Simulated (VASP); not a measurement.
Method: r2SCAN meta-GGA, VASP's PBE PAW potentials (set 64) (plane waves; VASP 6.6.1).

Input for VASP

### KPOINTS
```
Automatic
0
G
 11 11 3
```

### POSCAR
```
La
12.1236120
  0.1554779567  -0.2692957390   0.0000000000
  0.1554779567   0.2692957390   0.0000000000
  0.0000000000   0.0000000000   1.0000000277
La
4
Cartesian
  0.0000000000   0.0000000000   0.5000000138
  0.0000000000   0.0000000000   0.0000000000
  0.1554779567   0.0897654259   0.2500000069
  0.1554779567  -0.0897654259   0.7500000208
```

INCAR:
```
SYSTEM = La
PREC = Accurate
ENCUT = 520
EDIFF = 1E-7
NELM = 100
ALGO = Normal
LREAL = .FALSE.
LASPH = .TRUE.
ISMEAR = -5
METAGGA = R2SCAN
LMIXTAU = .TRUE.
LMAXMIX = 6
LWAVE = .FALSE.
LCHARG = .FALSE.
LORBIT = 11
NEDOS = 601
ISIF = 2
LEFG = .TRUE.
```

KPOINTS_OPT:
```
k-points along high-symmetry lines
6
Line-mode
Reciprocal
  0.000000   0.000000   0.000000 ! GAMMA
 -0.000000   0.500000   0.000000 ! M

 -0.000000   0.500000   0.000000 ! M
 -0.333333   0.666667   0.000000 ! K

 -0.333333   0.666667   0.000000 ! K
  0.000000   0.000000   0.000000 ! GAMMA

  0.000000   0.000000   0.000000 ! GAMMA
  0.000000   0.000000   0.500000 ! A

  0.000000   0.000000   0.500000 ! A
 -0.000000   0.500000   0.500000 ! L

 -0.000000   0.500000   0.500000 ! L
 -0.333333   0.666667   0.500000 ! H

 -0.333333   0.666667   0.500000 ! H
  0.000000   0.000000   0.500000 ! A

 -0.000000   0.500000   0.500000 ! L
 -0.000000   0.500000   0.000000 ! M

 -0.333333   0.666667   0.500000 ! H
 -0.333333   0.666667   0.000000 ! K
```

POTCAR, in this order: La (PBE.64 set). Program: vasp_std.

Task: Predict the energy per atom (σ→0), band gap (over mesh and band path).

Result: 
```yaml
energy per atom (σ→0): -2869.8 kJ/mol of atoms
band gap (over mesh and band path): none (metal, semimetal or under 0.01 eV)
```

OSZICAR:
```
...
DAV:  33    -0.118972855386E+03   -0.69297E-05   -0.56742E-06  2728   0.209E-02    0.369E-03
DAV:  34    -0.118972855952E+03   -0.56614E-06   -0.11230E-06  2408   0.859E-03    0.309E-03
DAV:  35    -0.118972855498E+03    0.45398E-06   -0.70814E-08  1000   0.554E-03    0.310E-03
DAV:  36    -0.118972856020E+03   -0.52198E-06   -0.60111E-08  1000   0.454E-03    0.298E-03
DAV:  37    -0.118972855983E+03    0.37555E-07   -0.58704E-08  1000   0.535E-03
   1 F= -.11897286E+03 E0= -.11897286E+03  d E =0.000000E+00
       N       E                     dE             ncg
       N       E                     dE             ncg
```

The compound is La in the dhcp structure. It was relaxed first.
